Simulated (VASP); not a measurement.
# Pressure and energy of TiAl3 (I4/mmm) against volume from PBE + D4 at a 400 eV cutoff

TiAl3 is an ordered intermetallic in which each titanium atom has twelve aluminium neighbours, bound by metallic electrons and by mixing of Ti d with Al s and p states. It is of interest for light, oxidation-resistant alloys and coatings, and it forms where aluminium meets titanium in microelectronic metallisation. In such layers and precipitates, the stress that accompanies a misfit depends on how strongly the compound resists a change of volume. Seven evenly scaled cells, from 14.50 to 16.35 Å³ per atom, are examined here with PBE + D4. Volume changes refer to the fitted energy minimum at 15.47 Å³ per atom, energies to the lowest member of the series, and positive pressure means compression.

## Systems and settings

A cell from the Materials Project database, relaxed at this level and then scaled evenly, fractional positions kept. VASP 6.6.1, plane waves with PAW, PBE + D4, cutoff 400 eV, k mesh 8×8×8, no spin polarisation, no spin-orbit coupling, static lattice. A Birch-Murnaghan fit to the energies has its minimum at 15.47 Å³ per atom.

Notes on method and selection:

- The pressure is that of a finite plane-wave basis, so it need not vanish exactly at the minimum of the energy.
- Only series whose fit has its minimum inside the range and an error under 0.5 meV per atom are shown.
- Where rows or columns differ in functional or spin-orbit coupling, non-spherical gradient terms in the PAW spheres (LASPH) may be on in some and off in others.
- Runs that did not converge, have known faults or may not be shown are not listed, and runs on Ansatz's PAW sets soft_1 and soft_2 are kept to separate tables.

Columns:

- volume change (%): volume relative to the fitted equilibrium volume.
- pressure (GPa): pressure from the stress tensor (positive: compressed).
- energy (meV/atom): energy per atom above the lowest point of the series.

Input lines of one member:

```
PREC = Accurate
ENCUT = 400
EDIFF = 1E-06
NELM = 100
ISMEAR = -1
SIGMA = 0.05
LREAL = .FALSE.
ALGO = Normal
GGA = PE
IVDW = 13
NBANDS = 16
LORBIT = 11
KPAR = 2
ISIF = 2
```

Command (options for logging and memory left out): `mpirun -np 2 vasp_std`

## Results

| member | volume change (%) | pressure (GPa) | energy (meV/atom) |
| --- | --- | --- | --- |
| 14.50 Å³ | −6.26 | 7.90 | 23.7 |
| 14.81 Å³ | −4.27 | 4.98 | 10.6 |
| 15.12 Å³ | −2.27 | 2.34 | 2.9 |
| 15.42 Å³ | −0.28 | −0.04 | 0.0 |
| 15.73 Å³ | 1.72 | −2.20 | 1.5 |
| 16.04 Å³ | 3.71 | −4.15 | 7.0 |
| 16.35 Å³ | 5.70 | −5.91 | 16.1 |

Least-squares fits to the whole series, with x = volume change (%); R² and errors in the fitted variable (y, or ln y where the fit is in ln y):

| y | members | fit | R² | rms residual | leave-one-out rms | the same for the mean of the others |
| --- | --- | --- | --- | --- | --- | --- |
| pressure (GPa) | 7 | y = −0.36120 − 1.1343 x + 0.028933 x² | 1.00 | 0.023 | 0.063 | 5.4 |
| energy (meV/atom) | 7 | y = −0.1379 − 0.2510 x + 0.5567 x² | 1.00 | 0.40 | 1.1 | 9.3 |

## Why the values move as they do

The pressure falls at every step, from 7.90 GPa at −6.26 % to −5.91 GPa at +5.70 %. The energy falls to its lowest listed value at 15.42 Å³ and then rises again.

The pressure curve flattens on expansion. Between the two smallest cells its slope is (4.98 − 7.90) / (6.26 − 4.27) = −1.47 GPa per % of volume; between the two largest it is (−5.91 + 4.15) / (5.70 − 3.71) = −0.88 GPa per %. The energy shows the same asymmetry: divided by the square of the volume change, it is 23.7 / 6.26² = 0.60 meV per atom at the compressed end and 16.1 / 5.70² = 0.50 at the expanded end.

The general theory of metallic cohesion accounts for this shape. Squeezing the electrons into less space raises their kinetic energy, and the repulsion between overlapping ion cores grows, both faster than the attraction deepens. On expansion the attraction prevails, but it weakens with distance, so the resistance to further stretching declines.

The stiffness follows from the bulk modulus, B = −V dP/dV. The linear coefficient of the pressure fit gives 100 × 1.1343 = 113 GPa at the energy minimum. The curvature of the energy fit gives 2 × 0.5567 × 100 × 100 / 15.47 × 0.1602 = 115 GPa, where the two factors of 100 turn per cent into fractions of the volume and 0.1602 converts meV/Å³ to GPa. The quadratic pressure coefficient corresponds to a pressure derivative of B of 2 × 100 × 0.028933 / 1.1343 − 1 = 4.1, an ordinary value for a metal.

The pressure fit does not pass through zero at the energy minimum but gives −0.36 GPa there. A finite basis is expected to give an offset of this sign. The stress is evaluated for a fixed set of plane waves, whose effective cutoff drops as the cell is stretched. The resulting loss of accuracy raises the energy and appears as a spurious inward pull, hence a negative contribution to the pressure. The listed energies suffer less, because each cell has its own set of plane waves up to the same cutoff. The basis is not the whole cause, however. At 15.42 Å³ a run with more bands and the last step of the cell relaxation, both with the cutoff and k mesh used here, give small positive pressures instead of −0.04 GPa. That shift is a noticeable part of the 0.36 GPa and cannot come from the cutoff. How much the cutoff does contribute is not measured, since the series has only one.

## Exceptions

Largest departures from the fit to the whole series:

| member | pressure (GPa) | fit | computed − fit | in rms residuals |
| --- | --- | --- | --- | --- |
| 14.81 Å³ | 4.98 | 5.01 | −0.03 | 1.3 |
| 14.50 Å³ | 7.90 | 7.87 | +0.03 | 1.1 |
| 15.73 Å³ | −2.20 | −2.23 | +0.03 | 1.1 |
| 16.35 Å³ | −5.91 | −5.89 | −0.02 | 1.0 |

The largest departures from the pressure fit are only 0.03 GPa, at 14.81, 14.50 and 15.73 Å³, against a pressure span of nearly 14 GPa. Their signs are nevertheless ordered: the computed value lies above the fit at 14.50 Å³, below it at 14.81 Å³, above it at 15.73 Å³ and below it at 16.35 Å³. This is the pattern left when a quadratic is fitted to a curve with a small cubic term, so the likeliest cause is the form of the fit and not a fault in any one cell.

The energy parabola has the same shortcoming in a more visible form. At 14.50 Å³ it gives −0.1379 + 0.2510 × 6.26 + 0.5567 × 6.26² = 23.2 meV per atom against the computed 23.7, and at 16.35 Å³ it gives −0.1379 − 0.2510 × 5.70 + 0.5567 × 5.70² = 16.5 against 16.1. A symmetric curve cannot follow a well that is steeper on the compressed side. Its linear term also moves the minimum to 0.2510 / (2 × 0.5567) = +0.23 %, a displacement produced by the missing cubic term.

## Worked examples

**Which volume corresponds to a compression of 5 GPa once the offset at the energy minimum is removed?**
With the settings of this series, the fitted pressure at the energy minimum is 0.36 GPa lower than the energies imply. If that offset is taken as constant over the series, the tabulated pressure to look for is 5 − 0.36 = 4.64 GPa. Between 14.81 and 15.12 Å³ the pressure falls by (4.98 − 2.34) / (4.27 − 2.27) = 1.32 GPa per %. The target lies (4.98 − 4.64) / 1.32 = 0.26 % above the first of these cells, at −4.27 + 0.26 = −4.01 %. The volume is 15.47 × (1 − 4.01 / 100) = 14.85 Å³ per atom.

**Do the energies confirm the size of that correction?**
From the smallest to the largest cell the energy falls by 23.7 − 16.1 = 7.6 meV per atom over 16.35 − 14.50 = 1.85 Å³. The mean pressure implied is 7.6 / 1.85 × 0.1602 = 0.66 GPa. Averaging the tabulated pressures by the trapezoidal rule, with half weight for the end members, gives (7.90 / 2 + 4.98 + 2.34 − 0.04 − 2.20 − 4.15 − 5.91 / 2) / 6 = 0.32 GPa. The difference, 0.66 − 0.32 = 0.34 GPa, agrees well with the 0.36 GPa from the fit. This supports the size of the offset in the listed pressures but does not show how much of it is due to the cutoff.

**How much does it matter if the cell is relaxed to zero computed pressure at this cutoff?**
The pressure vanishes near −0.3612 / 1.1343 = −0.32 % in volume, about 0.1 % in each cell length. The energy penalty is roughly 0.5567 × 0.32² = 0.06 meV per atom. This is negligible for energies, but the 0.36 GPa offset matters when small stresses are sought. A higher cutoff alone may not remove it, so the number of bands and the convergence of the stress should be tested as well.

## Closing remarks

Between −6.26 and +5.70 % in volume, TiAl3 at this level behaves as a regular metal with a bulk modulus of 113 to 115 GPa at the energy minimum that increases on compression. A quadratic describes the listed pressures well, but they carry an offset of −0.36 GPa at the energy minimum that the cutoff explains only in part; the energy is better served by an equation of state that allows for asymmetry, such as the Birch-Murnaghan form.

The axial ratio is held fixed, so away from equilibrium the stress along the tetragonal axis differs somewhat from that across it, and the listed pressure is a mean of unequal components. Letting the ratio adjust would lower the energy of the strained cells and reduce the bulk modulus slightly. The lattice is also static: zero-point and thermal vibrations would add a positive pressure, enlarge the equilibrium volume and soften the crystal. Measured values are not compared here.

[Logs are printed without paths, hosts, clocks, repeated set-up lines and the standing remarks that a program may print on its own settings, such as how far it seeks lower states.]
